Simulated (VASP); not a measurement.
**Lattice of ScAl3, functional by functional**

Aim: relax ScAl3 at several levels of theory and compare the cells. The starting structure is a computed structure from the Materials Project. The first relaxation on each setting starts from this cell expanded by 3 % in volume.

Main program and level: VASP 6.6.1; Kohn-Sham DFT with plane waves and PAW; PBEsol, LDA, PBE, PBEsol + D3(BJ), r2SCAN, r2SCAN + rVV10, rev-vdW-DF2 and AM05.

## 1. The structure

Symmetry: Pm-3m, No. 221, cubic system. Conventional cell: a = 4.088 Å, b = 4.088 Å, c = 4.088 Å, α = 90.00°, β = 90.00°, γ = 90.00°. Nearest to Sc lie 12 Al at 2.89 Å. Al has 8 Al at 2.89 Å and 4 Sc at 2.89 Å nearest. Farther neighbours are not listed.

Coordinates:

```xyz
4
Lattice="4.0878 0.0000 0.0000 0.0000 4.0878 0.0000 0.0000 0.0000 4.0878" Properties=species:S:1:pos:R:3 pbc="T T T"
Sc    0.0000    0.0000    0.0000
Al    2.0439    2.0439    0.0000
Al    0.0000    2.0439    2.0439
Al    2.0439    0.0000    2.0439
```

## 2. Relaxation with PBEsol

PBEsol restores the gradient expansion of exchange and is tuned for the cells of solids. This run starts from the cell of an earlier relaxation, which isn't shown; the restart sets up the plane waves anew.

Input file INCAR:

```
SYSTEM = ScAl3
PREC = Accurate
ENCUT = 450
EDIFF = 1E-06
NELM = 100
ISMEAR = 1
SIGMA = 0.15
LREAL = .FALSE.
ALGO = Normal
GGA = PS
NBANDS = 16
LORBIT = 11
LWAVE = .FALSE.
LCHARG = .FALSE.
KPAR = 4
IBRION = 2
NSW = 50
ISIF = 3
EDIFFG = -0.006
```

Input file POSCAR:

```
ScAl3
1.0
    4.0723277651      0.0000000000      0.0000000000
    0.0000000000      4.0723277651      0.0000000000
    0.0000000000      0.0000000000      4.0723277651
Sc Al
1 3
Direct
    0.0000000000      0.0000000000      0.0000000000
    0.5000000000      0.5000000000      0.0000000000
    0.0000000000      0.5000000000      0.5000000000
    0.5000000000      0.0000000000      0.5000000000
```

Input file KPOINTS:

```
Automatic mesh
0
Gamma
10 10 10
0 0 0
```

The projector-augmented-wave data sets are Sc_sv and Al (PBE family, release 64).

Run with:

```console
$ mpirun -np 4 vasp_std
```

The log of the run:

```text
[banner, memory and clock lines left out]
running    4 mpi-ranks, on    1 nodes
 distrk:  each k-point on    1 cores,    4 groups
 distr:  one band on    1 cores,    1 groups

 POSCAR found type information on POSCAR ScAl
 POSCAR found :  2 types and       4 ions
|                                                                             |
|               ----> ADVICE to this user running VASP <----                  |
|                                                                             |
|     You enforced a specific xc type in the INCAR file but a different       |
|     [... a line on the potential file left out ...]
|     I HOPE YOU KNOW WHAT YOU ARE DOING!                                     |
|                                                                             |

 LDA part: xc-table for (Slater+PW92), standard interpolation
 POSCAR, INCAR and KPOINTS ok, starting setup
 FFT: planning ... GRIDC
 FFT: planning ... GRID_SOFT
 FFT: planning ... GRID
 WAVECAR not read
 entering main loop
       N       E                     dE             d eps       ncg     rms          rms(c)
DAV:   1     0.944363768426E+02    0.94436E+02   -0.77926E+03  1808   0.102E+03
DAV:   2    -0.170309313221E+02   -0.11147E+03   -0.10942E+03  1800   0.296E+02
DAV:   3    -0.217240556941E+02   -0.46931E+01   -0.45896E+01  2752   0.542E+01
DAV:   4    -0.218082298618E+02   -0.84174E-01   -0.84151E-01  2312   0.804E+00
DAV:   5    -0.218102335976E+02   -0.20037E-02   -0.20037E-02  2768   0.115E+00    0.941E+00
DAV:   6    -0.208475592793E+02    0.96267E+00   -0.43833E+00  2912   0.226E+01    0.337E+00
DAV:   7    -0.207895382081E+02    0.58021E-01   -0.10621E-01  2336   0.248E+00    0.190E+00
DAV:   8    -0.207629221987E+02    0.26616E-01   -0.39268E-02  2896   0.159E+00    0.257E-01
DAV:   9    -0.207624752876E+02    0.44691E-03   -0.35465E-03  2344   0.679E-01    0.136E-01
DAV:  10    -0.207623803761E+02    0.94911E-04   -0.32807E-04  3024   0.195E-01    0.840E-02
DAV:  11    -0.207623869355E+02   -0.65594E-05   -0.35325E-05  2904   0.416E-02    0.535E-02
DAV:  12    -0.207623717611E+02    0.15174E-04   -0.10927E-04  2936   0.113E-01    0.346E-03
DAV:  13    -0.207623716023E+02    0.15881E-06   -0.29397E-06  1936   0.189E-02
   1 F= -.20762372E+02 E0= -.20763142E+02  d E =-.207624E+02
 curvature:   0.00 expect dE= 0.000E+00 dE for cont linesearch  0.000E+00
 trial: gam= 0.00000 g(F)=  0.000E+00 g(S)=  0.812E-08 ort = 0.000E+00 (trialstep = 0.100E+01)
 search vector abs. value=  0.822E-08
 reached required accuracy - stopping structural energy minimisation
```

Run time: 12 s. Hardware: 4 MPI ranks of AMD EPYC 7R43, shared host; peak memory 0.6 GiB; 44 s of CPU time.

The logs omit lines about the potential files and the build; timing stands in the text.

From OUTCAR (step 2):

```text
ion  position               nearest neighbor table
   1  0.000  0.000  0.000-   2 2.88   3 2.88   4 2.88   3 2.88   4 2.88   2 2.88   3 2.88   3 2.88
                             2 2.88   4 2.88   4 2.88   2 2.88
   2  0.500  0.500  0.000-   1 2.88   3 2.88   4 2.88   3 2.88   4 2.88   1 2.88   4 2.88   4 2.88
                             1 2.88   3 2.88   3 2.88   1 2.88
   3  0.000  0.500  0.500-   1 2.88   2 2.88   4 2.88   1 2.88   2 2.88   1 2.88   4 2.88   1 2.88
                             2 2.88   4 2.88   2 2.88   4 2.88
   4  0.500  0.000  0.500-   1 2.88   2 2.88   3 2.88   1 2.88   2 2.88   2 2.88   3 2.88   2 2.88
                             1 2.88   3 2.88   1 2.88   3 2.88

  LATTYP: Found a simple cubic cell.
 ALAT       =     4.0723277651

 Subroutine GETGRP returns: Found 48 space group operations
 (whereof 48 operations were pure point group operations)

The static configuration has the point symmetry O_h .

 Found     56 irreducible k-points:

   k-points           NKPTS =     56   k-points in BZ     NKDIM =     56   number of bands    NBANDS=     16

   dimension x,y,z NGX =    28 NGY =   28 NGZ =   28
   dimension x,y,z NGXF=    56 NGYF=   56 NGZF=   56

   ENCUT  =  450.0 eV  33.07 Ry    5.75 a.u.   7.04  7.04  7.04*2*pi/ulx,y,z

   NELECT =      20.0000    total number of electrons

 k-points in reciprocal lattice and weights: Automatic mesh
   0.00000000  0.00000000  0.00000000       0.001
   0.10000000  0.00000000  0.00000000       0.006
   0.20000000  0.00000000  0.00000000       0.006
   0.30000000  0.00000000  0.00000000       0.006
   0.40000000  0.00000000  0.00000000       0.006
   0.50000000  0.00000000  0.00000000       0.003
   0.10000000  0.10000000  0.00000000       0.012
   0.20000000  0.10000000  0.00000000       0.024
   0.30000000  0.10000000  0.00000000       0.024
[...]
0.50000000  0.50000000  0.40000000       0.006
   0.50000000  0.50000000  0.50000000       0.001

 average (electrostatic) potential at core
       1 -42.8419       2 -72.7128       3 -72.7128       4 -72.7128

 E-fermi :   7.3198

 k-point     1 :       0.0000    0.0000    0.0000
  band No.  band energies     occupation
    ...
      6       4.6660      2.00000
      7       4.6660      2.00000
      8       5.4964      2.00000
      9       5.4964      2.00000
     10       5.4964      2.00000
     11       8.5230     -0.00000
     12       8.6103     -0.00000
     13       8.6103     -0.00000
     14       8.6103     -0.00000
     15      12.1876      0.00000
    ...

 k-point     2 :       0.1000    0.0000    0.0000
  band No.  band energies     occupation
    ...
      6       3.8964      2.00000
      7       4.7383      2.00000
      8       5.5062      2.00000
      9       5.5062      2.00000
     10       6.0106      2.00000
     11       8.5568     -0.00000
     12       8.5568     -0.00000
     13       8.6400     -0.00000
     14       8.9163     -0.00000
     15      11.3681      0.00000
    ...

 k-point     3 :       0.2000    0.0000    0.0000
  band No.  band energies     occupation
    ...
      6       2.7384      2.00000
      7       4.9482      2.00000
      8       5.5298      2.00000
      9       5.5298      2.00000
     10       6.6372      2.00000
     11       8.4456     -0.00000
     12       8.4456     -0.00000
     13       8.7204     -0.00000
     14       9.7290     -0.00000
     15      10.3116     -0.00000
    ...

  Total       -0.0004738     -0.0004738     -0.0004738     -0.0000000     -0.0000000     -0.0000000
  in kB       -0.0112401     -0.0112401     -0.0112401     -0.0000000     -0.0000000     -0.0000000
  external PRESSURE =      -0.0112401 kB  Pullay stress =       0.0000000 kB

  energy-cutoff  :      450.00
  volume of cell :       67.53
      direct lattice vectors                 reciprocal lattice vectors
     4.072327765  0.000000000  0.000000000     0.245559802  0.000000000  0.000000000
     0.000000000  4.072327765  0.000000000     0.000000000  0.245559802  0.000000000
     0.000000000  0.000000000  4.072327765     0.000000000  0.000000000  0.245559802

 POSITION                                       TOTAL-FORCE (eV/Angst)
 -----------------------------------------------------------------------------------
      0.00000      0.00000      0.00000         0.000000      0.000000      0.000000
      2.03616      2.03616      0.00000         0.000000      0.000000      0.000000
      0.00000      2.03616      2.03616         0.000000      0.000000      0.000000
      2.03616      0.00000      2.03616         0.000000      0.000000      0.000000
 -----------------------------------------------------------------------------------
    total drift:                               -0.000000     -0.000000     -0.000000

  FREE ENERGIE OF THE ION-ELECTRON SYSTEM (eV)
  ---------------------------------------------------
  free  energy   TOTEN  =       -20.7623716023 eV

  energy  without entropy=      -20.7646825185  energy(sigma->0) =      -20.76314191

 reached required accuracy - stopping structural energy minimisation

 total charge
# of ion       s       p       d       tot
------------------------------------------
    1        2.190   6.146   1.318   9.653
    2        0.417   0.384   0.000   0.800
    3        0.417   0.384   0.000   0.800
    4        0.417   0.384   0.000   0.800
--------------------------------------------------
tot          3.440   7.297   1.318  12.055

[... 3 further parts left out ...]
```

The PAW data sets were made with PBE, which is usual practice but a small mismatch for other functionals. The run keeps the 48 symmetry operations of its start, so it cannot find a distortion of lower symmetry.

With PBEsol the relaxed cell holds 16.884 Å³ an atom, -1.13 % against the starting cell, with a = 4.072 Å. Pressures at 0.985 and 1.015 times this volume, from two more relaxations that aren't shown, give a bulk modulus of 92.0 GPa.

## 3. Relaxation with LDA

LDA, the lowest rung, knows the local density alone. This run starts from the cell of an earlier relaxation, which isn't shown; the restart sets up the plane waves anew.

INCAR: that of step 2 with these lines changed.

```diff
@@ -9,3 +9,3 @@
 ALGO = Normal
-GGA = PS
+GGA = CA
 NBANDS = 16
```

Input file POSCAR:

```
ScAl3
1.0
    4.0331120336      0.0000000000      0.0000000000
    0.0000000000      4.0331120336      0.0000000000
    0.0000000000      0.0000000000      4.0331120336
Sc Al
1 3
Direct
    0.0000000000      0.0000000000      0.0000000000
    0.5000000000      0.5000000000      0.0000000000
    0.0000000000      0.5000000000      0.5000000000
    0.5000000000      0.0000000000      0.5000000000
```

KPOINTS is that of step 2.

Potentials, in the order of the species: Sc_sv and Al (LDA family, release 64).

Run with:

```console
$ mpirun -np 4 vasp_std
```

The log of the run:

```text
[banner, memory and clock lines left out]
running    4 mpi-ranks, on    1 nodes
[...]
LDA part: xc-table for (Slater(with rela. corr.)+CA(PZ))
 , standard interpolation
 POSCAR, INCAR and KPOINTS ok, starting setup
[...]
entering main loop
       N       E                     dE             d eps       ncg     rms          rms(c)
DAV:   1     0.972581069524E+02    0.97258E+02   -0.77434E+03  1792   0.103E+03
DAV:   2    -0.168392397458E+02   -0.11410E+03   -0.11200E+03  1912   0.304E+02
DAV:   3    -0.221922647849E+02   -0.53530E+01   -0.50600E+01  2936   0.568E+01
DAV:   4    -0.222612595542E+02   -0.68995E-01   -0.68978E-01  2344   0.662E+00
[...]
DAV:  11    -0.212893973311E+02    0.22688E-05   -0.19142E-05  2088   0.300E-02    0.252E-02
DAV:  12    -0.212893887217E+02    0.86094E-05   -0.55679E-05  2984   0.907E-02    0.375E-03
DAV:  13    -0.212893887833E+02   -0.61592E-07   -0.13836E-06  1696   0.142E-02
   1 F= -.21289389E+02 E0= -.21290299E+02  d E =-.212894E+02
[...]
reached required accuracy - stopping structural energy minimisation
```

The job ended after 10 s (4 MPI ranks; peak memory 0.55 GiB; 39 s of CPU time).

From OUTCAR (step 3):

```text
  Total       -0.0037867     -0.0037867     -0.0037867      0.0000000     -0.0000000      0.0000000
  in kB       -0.0924813     -0.0924813     -0.0924813      0.0000000     -0.0000000      0.0000000
  external PRESSURE =      -0.0924813 kB  Pullay stress =       0.0000000 kB

 POSITION                                       TOTAL-FORCE (eV/Angst)
 -----------------------------------------------------------------------------------
      0.00000      0.00000      0.00000         0.000000      0.000000      0.000000
      2.01656      2.01656      0.00000         0.000000      0.000000      0.000000
      0.00000      2.01656      2.01656         0.000000      0.000000      0.000000
      2.01656      0.00000      2.01656         0.000000      0.000000      0.000000
 -----------------------------------------------------------------------------------
    total drift:                               -0.000000     -0.000000     -0.000000

  FREE ENERGIE OF THE ION-ELECTRON SYSTEM (eV)
  ---------------------------------------------------
  free  energy   TOTEN  =       -21.2893887833 eV

  energy  without entropy=      -21.2921186749  energy(sigma->0) =      -21.29029875

[... 2 parts as in an earlier step ...]

[... 2 further parts left out ...]
[key lines of the parts left out:]
E-fermi :   7.4407
```

With LDA the relaxed cell holds 16.401 Å³ an atom, -3.96 % against the starting cell, with a = 4.033 Å. That is -2.86 % from PBEsol. Pressures at 0.985 and 1.015 times this volume, from two more relaxations that aren't shown, give a bulk modulus of 97.0 GPa.

## 4. Relaxation with PBE

PBE, the usual starting point, adds the gradient of the density.

INCAR: that of step 3 with these lines changed.

```diff
@@ -9,3 +9,3 @@
 ALGO = Normal
-GGA = CA
+GGA = PE
 NBANDS = 16
```

Input file POSCAR:

```
ScAl3
1.0
    4.1282825347      0.0000000000      0.0000000000
    0.0000000000      4.1282825347      0.0000000000
    0.0000000000      0.0000000000      4.1282825347
Sc Al
1 3
Direct
    0.0000000000      0.0000000000      0.0000000000
    0.5000000000      0.5000000000      0.0000000000
    0.0000000000      0.5000000000      0.5000000000
    0.5000000000      0.0000000000      0.5000000000
```

KPOINTS is that of step 3.

The projector-augmented-wave data sets are Sc_sv and Al (PBE family, release 64).

Run with:

```console
$ mpirun -np 4 vasp_std
```

The log of the run:

```text
[banner, memory and clock lines left out]
running    4 mpi-ranks, on    1 nodes
[...]
LDA part: xc-table for (Slater+PW92), standard interpolation
 POSCAR, INCAR and KPOINTS ok, starting setup
[...]
entering main loop
       N       E                     dE             d eps       ncg     rms          rms(c)
DAV:   1     0.969924012751E+02    0.96992E+02   -0.77426E+03  1800   0.100E+03
DAV:   2    -0.156306537546E+02   -0.11262E+03   -0.11061E+03  1872   0.294E+02
DAV:   3    -0.202260334864E+02   -0.45954E+01   -0.44751E+01  2688   0.540E+01
DAV:   4    -0.203222151864E+02   -0.96182E-01   -0.96034E-01  2320   0.881E+00
[...]
DAV:  11    -0.192914768291E+02   -0.17140E-04   -0.89608E-05  2976   0.796E-02    0.354E-02
DAV:  12    -0.192914552690E+02    0.21560E-04   -0.13163E-04  2816   0.124E-01    0.262E-03
DAV:  13    -0.192914555531E+02   -0.28413E-06   -0.25124E-06  2072   0.150E-02
   1 F= -.19291456E+02 E0= -.19291857E+02  d E =-.192915E+02
[...]
DAV:   6    -0.192960327001E+02   -0.17074E-05   -0.11642E-05  2712   0.281E-02    0.145E-02
DAV:   7    -0.192960333562E+02   -0.65615E-06   -0.55294E-07  1168   0.859E-03
   2 F= -.19296033E+02 E0= -.19296633E+02  d E =-.457780E-02
 trial-energy change:   -0.004578  1 .order   -0.004595   -0.013923    0.004733
 step:   0.7463(harm=  0.7463)  dis= 0.00000  next Energy=   -19.296651 (dE=-0.520E-02)
[...]
N       E                     dE             d eps       ncg     rms          rms(c)
DAV:   1    -0.193008777811E+02   -0.48451E-02   -0.11319E-01  2232   0.462E+00    0.511E-01
DAV:   2    -0.192970949181E+02    0.37829E-02   -0.28502E-02  2576   0.199E+00    0.102E-01
DAV:   3    -0.192967554499E+02    0.33947E-03   -0.12665E-03  2840   0.275E-01    0.627E-02
DAV:   4    -0.192966577800E+02    0.97670E-04   -0.25001E-04  2264   0.139E-01    0.223E-02
DAV:   5    -0.192966538598E+02    0.39203E-05   -0.17810E-05  2736   0.436E-02    0.851E-03
DAV:   6    -0.192966526071E+02    0.12527E-05   -0.26273E-06  1880   0.157E-02    0.168E-03
DAV:   7    -0.192966526339E+02   -0.26872E-07   -0.27468E-07   936   0.526E-03
   3 F= -.19296653E+02 E0= -.19297204E+02  d E =-.519708E-02
[...]
reached required accuracy - stopping structural energy minimisation
```

Run time: 28 s. Hardware: 4 MPI ranks; peak memory 0.7 GiB; 1.8 min of CPU time.

Parts of OUTCAR (step 4):

```text
  Total        0.0008496      0.0008496      0.0008496      0.0000000      0.0000000     -0.0000000
  in kB        0.0196756      0.0196756      0.0196756      0.0000000      0.0000000     -0.0000000
  external PRESSURE =       0.0196756 kB  Pullay stress =       0.0000000 kB

 POSITION                                       TOTAL-FORCE (eV/Angst)
 -----------------------------------------------------------------------------------
      0.00000      0.00000      0.00000         0.000000      0.000000      0.000000
      2.05262      2.05262      0.00000         0.000000     -0.000000      0.000000
      0.00000      2.05262      2.05262        -0.000000     -0.000000      0.000000
      2.05262     -0.00000      2.05262         0.000000     -0.000000      0.000000
 -----------------------------------------------------------------------------------
    total drift:                               -0.000000     -0.000000      0.000000

  FREE ENERGIE OF THE ION-ELECTRON SYSTEM (eV)
  ---------------------------------------------------
  free  energy   TOTEN  =       -19.2966526339 eV

  energy  without entropy=      -19.2983076465  energy(sigma->0) =      -19.29720430

[... 2 parts as in an earlier step ...]

[... 2 further parts left out ...]
[key lines of the parts left out:]
E-fermi :   7.1768
```

With PBE the relaxed cell holds 17.296 Å³ an atom, +1.28 % against the starting cell, with a = 4.105 Å. That is +2.44 % from PBEsol. Pressures at 0.985 and 1.015 times this volume, from two more relaxations that aren't shown, give a bulk modulus of 86.7 GPa.

(Part 1 of 3 ends here.)

[Lines on the potential files, build, host, timing and source positions are cut from VASP's logs without a mark.]

[Logs are printed without paths, hosts, clocks, repeated set-up lines and the standing remarks that a program may print on its own settings, such as how far it seeks lower states.]

[Hosts, paths, dates, database ids (printed as entryN), source tags and the programs' standing remarks are cut or masked in the printed files.]
